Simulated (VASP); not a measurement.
Output of a VASP run:

OUTCAR:
```
 ion  position               nearest neighbor table
   1  0.000  0.000  0.000-   3 3.01   3 3.01   3 3.01   2 3.01   2 3.01   2 3.01   3 3.01   2 3.01
  LATTYP: Found a face centered cubic cell.
 ALAT       =     6.9596205264
 Subroutine PRICEL returns:
 Original cell was already a primitive cell.
 Subroutine GETGRP returns: Found 48 space group operations
The static configuration has the point symmetry O_h .
The dynamic configuration has the point symmetry O_h .
 Subroutine INISYM returns: Found 48 space group operations
 Subroutine IBZKPT returns following result:
 Found     16 irreducible k-points:

 Following reciprocal coordinates:
            Coordinates               Weight
  0.000000  0.000000  0.000000      1.000000
  0.166667  0.000000  0.000000      8.000000
  0.333333  0.000000  0.000000      8.000000
  0.500000  0.000000  0.000000      4.000000
  0.166667  0.166667  0.000000      6.000000
  0.333333  0.166667  0.000000     24.000000
  0.500000  0.166667  0.000000     24.000000
 -0.333333  0.166667  0.000000     24.000000
 -0.166667  0.166667  0.000000     12.000000
  0.333333  0.333333  0.000000      6.000000
  0.500000  0.333333  0.000000     24.000000
 -0.333333  0.333333  0.000000     12.000000
  0.500000  0.500000  0.000000      3.000000
  0.500000  0.333333  0.166667     24.000000
 -0.333333  0.333333  0.166667     24.000000
 -0.333333  0.500000  0.166667     12.000000
   k-points           NKPTS =     16   k-points in BZ     NKDIM =     16   number of bands    NBANDS=     16
   number of dos      NEDOS =    301   number of ions     NIONS =      3
   total plane-waves  NPLWV =  64000
   dimension x,y,z NGX =    40 NGY =   40 NGZ =   40
   dimension x,y,z NGXF=    80 NGYF=   80 NGZF=   80
   ions per type =               1   2
   PREC   = accura    normal or accurate (medium, high low for compatibility)
   ISTART =      0    job   : 0-new  1-cont  2-samecut
   ICHARG =      2    charge: 1-file 2-atom 10-const
   ISPIN  =      1    spin polarized calculation?
   LNONCOLLINEAR =      F non collinear calculations
   LSORBIT =      F    spin-orbit coupling
   INIWAV =      1    electr: 0-lowe 1-rand  2-diag
   ENCUT  =  520.0 eV  38.22 Ry    6.18 a.u.   9.15  9.15  9.15*2*pi/ulx,y,z
   NELM   =    100;   NELMIN=  2; NELMDL= -5     # of ELM steps
   EDIFF  = 0.1E-06   stopping-criterion for ELM
   LREAL  =      F    real-space projection
   NLSPLINE    = F    spline interpolate recip. space projectors
   LMAXMIX     =    4 max onsite mixed and CHGCAR
   VOSKOWN=      0    Vosko Wilk Nusair interpolation
   EDIFFG = 0.1E-05   stopping-criterion for IOM
   NSW    =      0    number of steps for IOM
   NBLOCK =      1;   KBLOCK =      1    inner block; outer block
   IBRION =     -1    ionic relax: 0-MD 1-quasi-New 2-CG
   NFREE  =      0    steps in history (QN), initial steepest desc. (CG)
   ISIF   =      2    stress and relaxation
   ISYM   =      2    0-nonsym 1-usesym 2-fastsym
   TEIN   =    0.0    initial temperature
   TEBEG  =    0.0;   TEEND  =   0.0 temperature during run
   SMASS  =  -3.00    Nose mass-parameter (am)
   PSTRESS=    0.0 pullay stress
   NELECT =      24.0000    total number of electrons
   EFERMI =   0.00;   METHOD = LEGACY
   ISMEAR =     0;   SIGMA  =   0.05  broadening in eV -4-tet -1-fermi 0-gaus
   IALGO  =     38    algorithm
   LDIAG  =      T    sub-space diagonalisation (order eigenvalues)
   IMIX   =      4    mixing-type and parameters
     AMIX     =   0.40;   BMIX     =  1.00
     AMIX_MAG =   1.60;   BMIX_MAG =  1.00
     AMIN     =   0.10
   METAGGA = R2SCAN    functional components
   VOSKOWN =     0    Vosko Wilk Nusair interpolation
   LHFCALC =     F    Hartree Fock is set to
   LHFONE  =     F    Hartree Fock one center treatment
   AEXX    =    0.0000 exact exchange contribution
   LUSE_VDW   =     T    switch on vdW DFT
   IVDW    =     0    specifies the selected vdW correction
   LEPSILON=     F    determine dielectric tensor
   LRPA    =     F    only Hartree local field effects (RPA)
...
```

**OSZICAR**
```
       N       E                     dE             d eps       ncg     rms          rms(c)
DAV:   1     0.126417688871E+03    0.12642E+03   -0.12067E+04   512   0.139E+03
DAV:   2    -0.326540285299E+02   -0.15907E+03   -0.15620E+03   728   0.259E+02
DAV:   3    -0.417120307599E+02   -0.90580E+01   -0.90487E+01   856   0.647E+01
DAV:   4    -0.419297734354E+02   -0.21774E+00   -0.21771E+00   816   0.805E+00
DAV:   5    -0.419316024220E+02   -0.18290E-02   -0.18289E-02   800   0.760E-01    0.121E+01
DAV:   6    -0.355631806254E+02    0.63684E+01   -0.23711E+00   848   0.119E+01    0.846E+00
DAV:   7    -0.342408462894E+02    0.13223E+01   -0.10197E+00   800   0.102E+01    0.115E+00
DAV:   8    -0.350627512033E+02   -0.82190E+00   -0.10570E+00   696   0.956E+00    0.206E+00
DAV:   9    -0.344506476724E+02    0.61210E+00   -0.14045E-01   672   0.485E+00    0.147E+00
DAV:  10    -0.345440882019E+02   -0.93441E-01   -0.11776E-02   776   0.123E+00    0.129E+00
DAV:  11    -0.349657945217E+02   -0.42171E+00   -0.18349E-01   528   0.463E+00    0.528E-01
DAV:  12    -0.350232194018E+02   -0.57425E-01   -0.22399E-02   632   0.171E+00    0.288E-01
DAV:  13    -0.349947213251E+02    0.28498E-01   -0.35958E-02   512   0.240E+00    0.593E-01
DAV:  14    -0.350282373767E+02   -0.33516E-01   -0.16173E-02   512   0.160E+00    0.269E-01
DAV:  15    -0.350401458847E+02   -0.11909E-01   -0.26898E-03   512   0.633E-01    0.170E-01
DAV:  16    -0.350400781664E+02    0.67718E-04   -0.48957E-05   792   0.704E-02    0.116E-01
DAV:  17    -0.350406019390E+02   -0.52377E-03   -0.11848E-04   520   0.152E-01    0.587E-02
DAV:  18    -0.350406725935E+02   -0.70654E-04   -0.41488E-05   560   0.720E-02    0.296E-02
DAV:  19    -0.350406893357E+02   -0.16742E-04   -0.13633E-05   576   0.511E-02    0.193E-02
DAV:  20    -0.350406891576E+02    0.17816E-06   -0.10089E-05   776   0.280E-02    0.127E-02
DAV:  21    -0.350406901816E+02   -0.10240E-05   -0.78530E-07   680   0.913E-03    0.823E-03
DAV:  22    -0.350406900624E+02    0.11920E-06   -0.66296E-07   696   0.633E-03    0.606E-03
DAV:  23    -0.350406902650E+02   -0.20257E-06   -0.41523E-07   592   0.719E-03    0.291E-03
DAV:  24    -0.350406907961E+02   -0.53110E-06   -0.22888E-07   416   0.652E-03    0.133E-03
DAV:  25    -0.350406907771E+02    0.19003E-07   -0.19333E-08   360   0.129E-03
   1 F= -.35040691E+02 E0= -.35040691E+02  d E =-.354122E-16
```

**OUTCAR**
```
------------------------ aborting loop because EDIFF is reached ----------------------------------------
  FORCE on cell =-STRESS in cart. coord.  units (eV):
  Direction    XX          YY          ZZ          XY          YZ          ZX
  --------------------------------------------------------------------------------------
  Total       -0.0196380     -0.0196380     -0.0196380      0.0000000      0.0000000      0.0000000
  in kB       -0.3733466     -0.3733466     -0.3733466      0.0000000      0.0000000      0.0000000
  external PRESSURE =      -0.3733466 kB  Pullay stress =       0.0000000 kB
  volume of cell :       84.27
      direct lattice vectors                 reciprocal lattice vectors
     0.000000000  3.479810263  3.479810263    -0.143685995  0.143685995  0.143685995
     3.479810263  0.000000000  3.479810263     0.143685995 -0.143685995  0.143685995
     3.479810263  3.479810263  0.000000000     0.143685995  0.143685995 -0.143685995
 POSITION                                       TOTAL-FORCE (eV/Angst)
 -----------------------------------------------------------------------------------
      0.00000      0.00000      0.00000        -0.000000      0.000000      0.000000
      1.73991      1.73991      1.73991        -0.000000      0.000000     -0.000000
      5.21972      5.21972      5.21972         0.000000     -0.000000      0.000000
 -----------------------------------------------------------------------------------
    total drift:                               -0.000000     -0.000000      0.000000
  FREE ENERGIE OF THE ION-ELECTRON SYSTEM (eV)
  ---------------------------------------------------
  free  energy   TOTEN  =       -35.0406907771 eV

  energy  without entropy=      -35.0406907771  energy(sigma->0) =      -35.04069078
```
(Selected blocks of OUTCAR.)

POSCAR:
```
SrCl2
1
    0.0000000000     3.4798102632     3.4798102632
    3.4798102632     0.0000000000     3.4798102632
    3.4798102632     3.4798102632     0.0000000000
Sr Cl
1 2
Direct
  0.0000000000   0.0000000000   0.0000000000
  0.2500000000   0.2500000000   0.2500000000
  0.7500000000   0.7500000000   0.7500000000
```

### Question
Write an INCAR and KPOINTS that could have produced this output.

### Answer
Several could match; the one computed here: the input of the run itself, r2SCAN+rVV10, plane waves, VASP's PBE PAW potentials (set 64).

### INCAR
```
SYSTEM=SrCl2
PREC=Accurate; ENCUT=520; LREAL=.False.
LASPH=.True.
EDIFF=1E-7; NELM=100; ALGO=Normal
LMAXMIX=4; LMIXTAU=.True.
ISMEAR=0; SIGMA=0.05
METAGGA=R2SCAN; LUSE_VDW=.True.; BPARAM=11.95
CPARAM=0.0093
ISIF=2
LWAVE=.False.; LCHARG=.False.
```

File KPOINTS:
```
Automatic mesh
0
Gamma
6 6 6
0 0 0
```

POTCAR, in this order: Sr_sv Cl (PBE.64 set). Program: vasp_std.

The compound is SrCl2 in the fluorite structure. It was relaxed first.
